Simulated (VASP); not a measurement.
Calculation: MS2 meta-GGA, VASP's PBE PAW potentials (set 64) (plane waves; VASP).

VASP ran on this input.

### POSCAR
```
Rb
1
   -2.8594699962     2.8594699962     2.8594699962
    2.8594699962    -2.8594699962     2.8594699962
    2.8594699962     2.8594699962    -2.8594699962
Rb
1
Direct
  0.0000000000   1.0000000000   1.0000000000
```

KPOINTS:
```
K-points
0
Gamma
10 10 10
```

**KPOINTS_OPT**
```
k-points along high-symmetry lines
10
Line-mode
Reciprocal
  0.000000   0.000000   0.000000 ! GAMMA
  0.500000  -0.500000   0.500000 ! H

  0.500000  -0.500000   0.500000 ! H
  0.000000  -0.000000   0.500000 ! N

  0.000000  -0.000000   0.500000 ! N
  0.000000   0.000000   0.000000 ! GAMMA

  0.000000   0.000000   0.000000 ! GAMMA
  0.250000   0.250000   0.250000 ! P

  0.250000   0.250000   0.250000 ! P
  0.500000  -0.500000   0.500000 ! H

  0.250000   0.250000   0.250000 ! P
  0.000000  -0.000000   0.500000 ! N
```

### INCAR
```
SYSTEM = Rb
PREC = Accurate
ENCUT = 520
EDIFF = 1E-7
NELM = 100
ALGO = Normal
LREAL = .FALSE.
LASPH = .TRUE.
ISMEAR = -5
METAGGA = MS2
LMIXTAU = .TRUE.
LMAXMIX = 4
LWAVE = .FALSE.
LCHARG = .FALSE.
LORBIT = 11
NEDOS = 601
ISIF = 2
```

POTCAR, in this order: Rb_sv (PBE.64 set). Program: vasp_std.

Output

OSZICAR:
```
       N       E                     dE             d eps       ncg     rms          rms(c)
DAV:   1     0.383947169258E+02    0.38395E+02   -0.31466E+03   752   0.768E+02
DAV:   2    -0.737093905105E+01   -0.45766E+02   -0.45321E+02   888   0.156E+02
DAV:   3    -0.103394492315E+02   -0.29685E+01   -0.29567E+01  1320   0.415E+01
DAV:   4    -0.103614242475E+02   -0.21975E-01   -0.21244E-01  1024   0.345E+00
DAV:   5    -0.103618120520E+02   -0.38780E-03   -0.38850E-03  1280   0.279E-01    0.109E+01
DAV:   6    -0.252359264362E+01    0.78382E+01   -0.70255E+01   752   0.329E+01    0.537E+00
DAV:   7    -0.240073342997E+01    0.12286E+00   -0.19303E+00  1120   0.143E+01    0.404E+00
DAV:   8    -0.107272575334E+01    0.13280E+01   -0.14715E+00  1104   0.143E+01    0.294E+00
DAV:   9    -0.185238500334E+01   -0.77966E+00   -0.67710E-01   752   0.822E+00    0.200E+00
DAV:  10    -0.156650090268E+01    0.28588E+00   -0.45089E-01   800   0.727E+00    0.183E+00
DAV:  11    -0.201409003609E+01   -0.44759E+00   -0.46002E-01   848   0.818E+00    0.985E-01
DAV:  12    -0.172958043573E+01    0.28451E+00   -0.84294E-02   888   0.439E+00    0.767E-01
DAV:  13    -0.187169503757E+01   -0.14211E+00   -0.10631E-01   760   0.523E+00    0.673E-01
DAV:  14    -0.143033974114E+01    0.44136E+00   -0.48840E-01  1120   0.759E+00    0.109E-01
DAV:  15    -0.154983811178E+01   -0.11950E+00   -0.34057E-02   768   0.203E+00    0.129E-01
DAV:  16    -0.160086049868E+01   -0.51022E-01   -0.23402E-02   752   0.164E+00    0.353E-01
DAV:  17    -0.163900579346E+01   -0.38145E-01   -0.12124E-01   752   0.308E+00    0.413E-01
DAV:  18    -0.164066480611E+01   -0.16590E-02   -0.54058E-03   776   0.831E-01    0.405E-01
DAV:  19    -0.163984355162E+01    0.82125E-03   -0.58691E-04  1232   0.201E-01    0.420E-01
DAV:  20    -0.164083610376E+01   -0.99255E-03   -0.60409E-04   768   0.370E-01    0.436E-01
DAV:  21    -0.164123019983E+01   -0.39410E-03   -0.39955E-05   896   0.841E-02    0.438E-01
DAV:  22    -0.164126156076E+01   -0.31361E-04   -0.73656E-04   752   0.428E-01    0.434E-01
DAV:  23    -0.165070573812E+01   -0.94442E-02   -0.35150E-03   752   0.544E-01    0.428E-01
DAV:  24    -0.164553838063E+01    0.51674E-02   -0.66221E-03   752   0.114E+00    0.434E-01
DAV:  25    -0.166476549513E+01   -0.19227E-01   -0.19511E-02   752   0.150E+00    0.377E-01
DAV:  26    -0.165845260444E+01    0.63129E-02   -0.29983E-03   752   0.686E-01    0.356E-01
DAV:  27    -0.165822541377E+01    0.22719E-03   -0.39441E-03   752   0.762E-01    0.314E-01
DAV:  28    -0.165040501396E+01    0.78204E-02   -0.18139E-02   752   0.198E+00    0.291E-01
DAV:  29    -0.164936703630E+01    0.10380E-02   -0.24350E-03   752   0.673E-01    0.270E-01
DAV:  30    -0.166303153394E+01   -0.13664E-01   -0.17294E-02   752   0.170E+00    0.191E-01
DAV:  31    -0.166422712615E+01   -0.11956E-02   -0.11417E-02   752   0.145E+00    0.116E-01
DAV:  32    -0.166883675497E+01   -0.46096E-02   -0.16374E-02   752   0.146E+00    0.915E-02
DAV:  33    -0.166892261246E+01   -0.85857E-04   -0.17927E-04  1160   0.825E-02    0.896E-02
DAV:  34    -0.166896196674E+01   -0.39354E-04   -0.86124E-05   760   0.102E-01    0.967E-02
DAV:  35    -0.166970753123E+01   -0.74556E-03   -0.13465E-03   752   0.379E-01    0.911E-02
DAV:  36    -0.166972271583E+01   -0.15185E-04   -0.16417E-04   808   0.110E-01    0.833E-02
DAV:  37    -0.166971877555E+01    0.39403E-05   -0.75018E-05   768   0.124E-01    0.622E-02
DAV:  38    -0.166971728512E+01    0.14904E-05   -0.13797E-04   768   0.158E-01    0.341E-02
DAV:  39    -0.166973874122E+01   -0.21456E-04   -0.30402E-05   872   0.692E-02    0.103E-02
DAV:  40    -0.166971591526E+01    0.22826E-04   -0.13170E-05   784   0.460E-02    0.525E-03
DAV:  41    -0.166977501249E+01   -0.59097E-04   -0.28743E-05   768   0.653E-02    0.670E-03
DAV:  42    -0.166970734816E+01    0.67664E-04   -0.20216E-05   768   0.595E-02    0.373E-03
DAV:  43    -0.166976470835E+01   -0.57360E-04   -0.22562E-05   768   0.598E-02    0.426E-03
DAV:  44    -0.166971855189E+01    0.46156E-04   -0.26759E-05   768   0.684E-02    0.295E-03
DAV:  45    -0.166971800044E+01    0.55145E-06   -0.27251E-06   816   0.217E-02    0.138E-03
DAV:  46    -0.166972076784E+01   -0.27674E-05   -0.97317E-07   808   0.114E-02    0.716E-04
DAV:  47    -0.166971729836E+01    0.34695E-05   -0.23563E-06   760   0.184E-02    0.527E-04
DAV:  48    -0.166971740147E+01   -0.10311E-06   -0.58267E-07   784   0.837E-03    0.431E-04
DAV:  49    -0.166971725983E+01    0.14164E-06   -0.78428E-08   880   0.303E-03    0.388E-04
DAV:  50    -0.166971730586E+01   -0.46029E-07   -0.18496E-08   848   0.175E-03
   1 F= -.16697173E+01 E0= -.16697173E+01  d E =0.000000E+00
       N       E                     dE             ncg
       N       E                     dE             ncg
```

### OUTCAR
```
------------------------ aborting loop because EDIFF is reached ----------------------------------------
  FORCE on cell =-STRESS in cart. coord.  units (eV):
  Direction    XX          YY          ZZ          XY          YZ          ZX
  --------------------------------------------------------------------------------------
  Total       -0.0038370     -0.0038370     -0.0038370      0.0000000     -0.0000000     -0.0000000
  in kB       -0.0657333     -0.0657333     -0.0657333      0.0000000     -0.0000000     -0.0000000
  external PRESSURE =      -0.0657333 kB  Pullay stress =       0.0000000 kB
  volume of cell :       93.52
      direct lattice vectors                 reciprocal lattice vectors
    -2.859469996  2.859469996  2.859469996     0.000000000  0.174857579  0.174857579
     2.859469996 -2.859469996  2.859469996     0.174857579  0.000000000  0.174857579
     2.859469996  2.859469996 -2.859469996     0.174857579  0.174857579  0.000000000
 POSITION                                       TOTAL-FORCE (eV/Angst)
 -----------------------------------------------------------------------------------
      0.00000      0.00000      0.00000         0.000000      0.000000     -0.000000
 -----------------------------------------------------------------------------------
    total drift:                               -0.000000     -0.000000     -0.000000
  FREE ENERGIE OF THE ION-ELECTRON SYSTEM (eV)
  ---------------------------------------------------
  free  energy   TOTEN  =        -1.6697173059 eV

  energy  without entropy=       -1.6697173059  energy(sigma->0) =       -1.66971731

 total charge

# of ion       s       p       d       tot
------------------------------------------
    1        1.973   5.403   0.004   7.380
```
(Selected blocks of OUTCAR.)

For a metal the tetrahedron method with Blöchl corrections gives inexact stress and forces.

The compound is Rb in the bcc structure. It was relaxed first.
